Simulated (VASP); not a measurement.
Computed with revTPSS meta-GGA, VASP's PBE PAW potentials (set 64) (plane waves; VASP).

VASP ran on this input.

### INCAR
```
SIGMA  =  0.05   ! width (eV)
NSW  =  60
SYSTEM  =  PtS2
ALGO  =  Normal
LCHARG  =  F
ENCUT  =  520   ! plane-wave cut-off (eV)
LMAXMIX  =  6   ! l cut-off of mixed one-centre charges
LASPH  =  T
NELM  =  100   ! most electronic steps
LMIXTAU  =  T
LREAL  =  F
ISMEAR  =  0   ! Gaussian
PREC  =  Accurate
EDIFFG  =  -0.02   ! ionic stop
IBRION  =  2   ! conjugate gradients
ISIF  =  3   ! ions, shape and volume
LWAVE  =  F
EDIFF  =  1E-6   ! SCF stop (eV)
METAGGA  =  RTPSS
```

### POSCAR
```
PtS2
1.0
  1.7695575253  -3.0649636110   0.0000000000
  1.7695575253   3.0649636110   0.0000000000
  0.0000000000   0.0000000000   5.8736434238
Pt S
1 2
Cart
  0.0000000000   0.0000000000   0.0000000000
  1.7695575253   1.0216565803   1.2365276290
  1.7695575253  -1.0216565803   4.6371157948
```

### KPOINTS
```
Automatic mesh
0
Gamma
7 7 4
0 0 0
```

POTCAR, in this order: Pt S (PBE.64 set). Program: vasp_std.

Output of the run:

File OUTCAR:
```
 ion  position               nearest neighbor table
   1  0.000  0.000  0.000-   2 2.39   3 2.39   3 2.39   2 2.39   3 2.39   2 2.39
   2  0.333  0.667  0.211-   1 2.39   1 2.39   1 2.39
   3  0.667  0.333  0.789-   1 2.39   1 2.39   1 2.39
  LATTYP: Found a hexagonal cell.
 ALAT       =     3.5391151115
 C/A-ratio  =     1.6596361629
 Subroutine PRICEL returns:
 Original cell was already a primitive cell.
 Subroutine GETGRP returns: Found 12 space group operations
The static configuration has the point symmetry D_3d.
The dynamic configuration has the point symmetry D_3d.
 Subroutine INISYM returns: Found 12 space group operations
 Subroutine IBZKPT returns following result:
 Found     28 irreducible k-points:

 Following reciprocal coordinates:
            Coordinates               Weight
  0.000000  0.000000  0.000000      1.000000
  0.142857  0.000000  0.000000      6.000000
  0.285714  0.000000  0.000000      6.000000
  0.428571 -0.000000  0.000000      6.000000
  0.142857  0.142857  0.000000      6.000000
  0.285714  0.142857  0.000000     12.000000
  0.428571  0.142857  0.000000      6.000000
  0.285714  0.285714  0.000000      6.000000
  0.000000  0.000000  0.250000      2.000000
  0.142857  0.000000  0.250000      6.000000
  0.000000  0.142857  0.250000      6.000000
  0.285714  0.000000  0.250000      6.000000
  0.000000  0.285714  0.250000      6.000000
  0.428571 -0.000000  0.250000      6.000000
 -0.000000  0.428571  0.250000      6.000000
  0.142857  0.142857  0.250000     12.000000
  0.285714  0.142857  0.250000     12.000000
 -0.142857  0.428571  0.250000     12.000000
  0.428571  0.142857  0.250000     12.000000
  0.285714  0.285714  0.250000     12.000000
  0.000000  0.000000  0.500000      1.000000
  0.142857  0.000000  0.500000      6.000000
...
```

OSZICAR:
```
       N       E                     dE             d eps       ncg     rms          rms(c)
DAV:   1     0.159009529556E+03    0.15901E+03   -0.10538E+04   864   0.132E+03
DAV:   2     0.293098544681E+02   -0.12970E+03   -0.12655E+03  1051   0.257E+02
DAV:   3     0.232954432541E+02   -0.60144E+01   -0.59690E+01  1135   0.615E+01
DAV:   4     0.232239857702E+02   -0.71457E-01   -0.71434E-01  1071   0.723E+00
DAV:   5     0.232224888944E+02   -0.14969E-02   -0.14968E-02  1162   0.980E-01    0.200E+01
DAV:   6     0.247768406627E+02    0.15544E+01   -0.20991E+01   875   0.542E+01    0.121E+01
DAV:   7     0.233291815033E+02   -0.14477E+01   -0.33681E+00   987   0.212E+01    0.417E+00
DAV:   8     0.233549319945E+02    0.25750E-01   -0.13375E-01  1015   0.344E+00    0.153E+00
DAV:   9     0.233520630876E+02   -0.28689E-02   -0.45595E-02  1050   0.191E+00    0.567E-01
DAV:  10     0.233404271673E+02   -0.11636E-01   -0.21785E-03   980   0.601E-01    0.465E-01
DAV:  11     0.233579882039E+02    0.17561E-01   -0.56074E-03   917   0.921E-01    0.212E-01
DAV:  12     0.233368739602E+02   -0.21114E-01   -0.47070E-03   924   0.888E-01    0.461E-02
DAV:  13     0.233363338461E+02   -0.54011E-03   -0.20402E-04  1155   0.143E-01    0.326E-02
DAV:  14     0.233361802046E+02   -0.15364E-03   -0.14442E-04   910   0.155E-01    0.194E-02
DAV:  15     0.233361629932E+02   -0.17211E-04   -0.29299E-05  1099   0.471E-02    0.117E-02
DAV:  16     0.233361486710E+02   -0.14322E-04   -0.44849E-06  1092   0.229E-02    0.978E-03
DAV:  17     0.233361443829E+02   -0.42881E-05   -0.20250E-06   774   0.182E-02    0.638E-03
DAV:  18     0.233361439273E+02   -0.45560E-06   -0.40844E-07   826   0.642E-03
   1 F= 0.23336144E+02 E0= 0.23336144E+02  d E =0.233361E+02
       N       E                     dE             d eps       ncg     rms          rms(c)
DAV:   1     0.233359538804E+02   -0.19050E-03   -0.14345E-02   917   0.992E-01    0.165E-01
DAV:   2     0.233360967438E+02    0.14286E-03   -0.12938E-03   980   0.400E-01    0.972E-02
DAV:   3     0.233361443490E+02    0.47605E-04   -0.10978E-04   987   0.120E-01    0.472E-02
DAV:   4     0.233361567387E+02    0.12390E-04   -0.96438E-05   945   0.719E-02    0.179E-02
DAV:   5     0.233361525956E+02   -0.41431E-05   -0.41595E-06  1043   0.190E-02    0.112E-02
DAV:   6     0.233361547592E+02    0.21636E-05   -0.17708E-06   741   0.121E-02    0.631E-03
DAV:   7     0.233361510771E+02   -0.36821E-05   -0.54043E-07   497   0.839E-03    0.313E-03
DAV:   8     0.233361514473E+02    0.37019E-06   -0.12042E-07   483   0.320E-03
   2 F= 0.23336151E+02 E0= 0.23336151E+02  d E =0.752000E-05
       N       E                     dE             d eps       ncg     rms          rms(c)
DAV:   1     0.233360465122E+02   -0.10456E-03   -0.37364E-03   917   0.507E-01    0.845E-02
DAV:   2     0.233360857276E+02    0.39215E-04   -0.34027E-04   973   0.206E-01    0.502E-02
DAV:   3     0.233361001267E+02    0.14399E-04   -0.28820E-05   980   0.616E-02    0.245E-02
DAV:   4     0.233361045018E+02    0.43751E-05   -0.25713E-05   931   0.370E-02    0.917E-03
DAV:   5     0.233361046462E+02    0.14440E-06   -0.10464E-06   539   0.986E-03
   3 F= 0.23336105E+02 E0= 0.23336105E+02  d E =-.392811E-04
```

File OUTCAR:
```
------------------------ aborting loop because EDIFF is reached ----------------------------------------
  FORCE on cell =-STRESS in cart. coord.  units (eV):
  Direction    XX          YY          ZZ          XY          YZ          ZX
  --------------------------------------------------------------------------------------
  Total        0.0149656      0.0149656      0.0430238     -0.0000000      0.0000000      0.0000000
  in kB        0.3766550      0.3766551      1.0828215     -0.0000000      0.0000000      0.0000000
  external PRESSURE =       0.6120439 kB  Pullay stress =       0.0000000 kB
  volume of cell :       63.66
      direct lattice vectors                 reciprocal lattice vectors
     1.768831555 -3.063706194  0.000000000     0.282672479 -0.163201028  0.000000000
     1.768831555  3.063706194 -0.000000000     0.282672479  0.163201028  0.000000000
    -0.000000000  0.000000000  5.873519789     0.000000000  0.000000000  0.170255662
 POSITION                                       TOTAL-FORCE (eV/Angst)
 -----------------------------------------------------------------------------------
      0.00000      0.00000      0.00000         0.000000      0.000000     -0.000000
      1.76883      1.02124      1.23589         0.000000     -0.000000     -0.007280
      1.76883     -1.02124      4.63763        -0.000000      0.000000      0.007280
 -----------------------------------------------------------------------------------
    total drift:                               -0.000000     -0.000000      0.000000
  FREE ENERGIE OF THE ION-ELECTRON SYSTEM (eV)
  ---------------------------------------------------
  free  energy   TOTEN  =        23.3361046462 eV

  energy  without entropy=       23.3361046462  energy(sigma->0) =       23.33610465

 reached required accuracy - stopping structural energy minimisation
```
(Selected blocks of OUTCAR.)

**CONTCAR**
```
PtS2
   1.00000000000000
     1.7688315554938341   -3.0637061943244803    0.0000000000000000
     1.7688315554938341    3.0637061943244803   -0.0000000000000000
    -0.0000000000000000    0.0000000000000000    5.8735197889981441
  Pt              S
     1     2
Direct
     0.0000000000000000    0.0000000000000000    0.0000000000000000
     0.3333330000000032    0.6666669999999968    0.2104176018111148
     0.6666669999999968    0.3333330000000032    0.7895823981888852
```

Without a dispersion term in the relaxation, distances and binding between the weakly bound layers, chains or molecules are unreliable, and so is what depends on them.

The compound is PtS2 in the 1T layered structure. This run relaxes it. Symmetry was kept, so distortions that lower it aren't found. The start is the result of an earlier pass.
